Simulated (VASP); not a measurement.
OSZICAR of a VASP run on Tl (hcp):

OSZICAR:
```
       N       E                     dE             d eps       ncg     rms          rms(c)
DAV:   1     0.107905881430E+03    0.10791E+03   -0.12639E+04  2216   0.117E+03
DAV:   2    -0.272142266341E+01   -0.11063E+03   -0.10930E+03  2322   0.258E+02
DAV:   3    -0.448630213715E+01   -0.17649E+01   -0.17212E+01  2568   0.291E+01
DAV:   4    -0.449667088461E+01   -0.10369E-01   -0.10368E-01  2459   0.233E+00
DAV:   5    -0.449679011024E+01   -0.11923E-03   -0.11923E-03  2561   0.253E-01    0.256E+00
DAV:   6    -0.448215557253E+01    0.14635E-01   -0.66856E-03  2347   0.674E-01    0.214E+00
DAV:   7    -0.445151550424E+01    0.30640E-01   -0.13444E-01  2216   0.302E+00    0.477E-01
DAV:   8    -0.445113165310E+01    0.38385E-03   -0.33052E-03  2220   0.394E-01    0.172E-01
DAV:   9    -0.445114826680E+01   -0.16614E-04   -0.74956E-05  2500   0.725E-02    0.113E-01
DAV:  10    -0.445125768763E+01   -0.10942E-03   -0.25156E-04  2222   0.144E-01    0.194E-02
DAV:  11    -0.445126067245E+01   -0.29848E-05   -0.24048E-06  1779   0.947E-03    0.133E-02
DAV:  12    -0.445126807062E+01   -0.73982E-05   -0.61231E-06  2159   0.210E-02    0.317E-03
DAV:  13    -0.445126855765E+01   -0.48704E-06   -0.95470E-07  1137   0.837E-03
   1 F= -.44512686E+01 E0= -.44508738E+01  d E =-.118418E-02
```

Task: Which electronic solver shows in the log?

Result: It is blocked Davidson (ALGO = Normal, or the opening steps of other solvers). The INCAR had ALGO = Normal.

Task: Can the final energy be trusted as converged?

Result: The calculation finished and met its thresholds. It stopped with EDIFF = 1E-6, NELM = 100 (PBE GGA, plane waves, VASP's PBE PAW potentials (set 64)).

The compound is Tl in the hcp structure. The cell was not relaxed at this level. The run is one of a series of settings (AMIX = 0.2, BMIX = 3.0, IMIX = 4 against the base run), some of them coarse on purpose.
